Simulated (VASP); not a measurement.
CdTe (relaxed from the zinc blende structure, space group F-43m) is relaxed at rising pressure, each step from the one before. Symmetry mostly holds the structure type, and other phases were not tried. The mesh follows the cell, and a change of mesh leaves a small step in the series.

Consider the following.

```xyz
2
Lattice="0.0000 3.2510 3.2510 3.2510 0.0000 3.2510 3.2510 3.2510 0.0000" Properties=species:S:1:pos:R:3 pbc="T T T"
Cd     0.0000     0.0000     0.0000
Te     1.6255     1.6255     1.6255
```

Level of theory: PBEsol GGA, VASP's PBE PAW potentials (set 64) (plane waves; VASP). Run with 500 eV cut-off, 7×7×7 Γ-centred mesh, Gaussian smearing of 0.050 eV, potentials Cd Te.

Unless said otherwise, spin-orbit coupling is left out, though it shifts the bands of the heavy elements here.

```csv
P (GPa),V (Å³/atom),H − H(0) (eV/atom),space group,gap on the mesh (eV),k-mesh
0,34.36,0.000,F-43m,0.63,7×7×7
5,31.16,1.017,F-43m,0.93,7×7×7
10,…,…,F-43m,1.14,8×8×8
20,26.44,3.682,F-43m,1.44,8×8×8
30,24.64,5.273,F-43m,1.56,8×8×8
45,…,…,F-43m,1.28,8×8×8
```

### Question
Complete the blanks.

### Answer

- 45, V (Å³/atom): 22.77
- 45, H − H(0) (eV/atom): 7.488
- 10, V (Å³/atom): 29.15
- 10, H − H(0) (eV/atom): 1.954

Pressures at which the relaxation failed are left out.

The structure was generated: CdTe was put into the zinc blende type (F-43m), which need not be its known phase.
